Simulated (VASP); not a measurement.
```yaml
crystal:
  lattice:
    - [0.00000, 3.13429, 3.13429]
    - [3.13429, 0.00000, 3.13429]
    - [3.13429, 3.13429, 0.00000]
  atoms:
    - { symbol: Cd, position: [0.00000, 0.00000, 0.00000] }
    - { symbol: Se, position: [0.25000, 0.25000, 0.25000] }
```

Calculation: revPBE GGA, VASP's PBE PAW potentials (set 64) (plane waves; VASP). Run with 520 eV cut-off, 8×8×8 Γ-centred mesh, tetrahedra with Blöchl corrections, potentials Cd Se.

**Question.** Tabulate the total density of states (states/eV per cell) against energy (eV; zero at the valence-band maximum or, without a gap, the Fermi level).

**Answer.** 
```csv
E (eV),DOS (states/eV)
-9.97,0.00
-9.37,0.00
-8.77,0.00
-8.29,0.00
-7.69,2.69
-7.09,6.80
-6.49,0.00
-5.89,0.00
-5.29,0.00
-4.69,0.00
-4.21,0.00
-3.61,3.55
-3.01,0.73
-2.41,0.31
-1.81,1.96
-1.33,2.83
-0.73,2.66
-0.13,0.44
0.47,0.00
1.07,0.01
1.67,0.07
2.27,0.20
2.75,0.69
3.35,0.94
3.95,1.51
```
Within 2 eV below the valence-band maximum the largest weight inside VASP's projection spheres is Se p.

The compound is CdSe in the zinc blende structure, whereas wurtzite is the usual form. It was relaxed first, which changed the volume by +11 %.
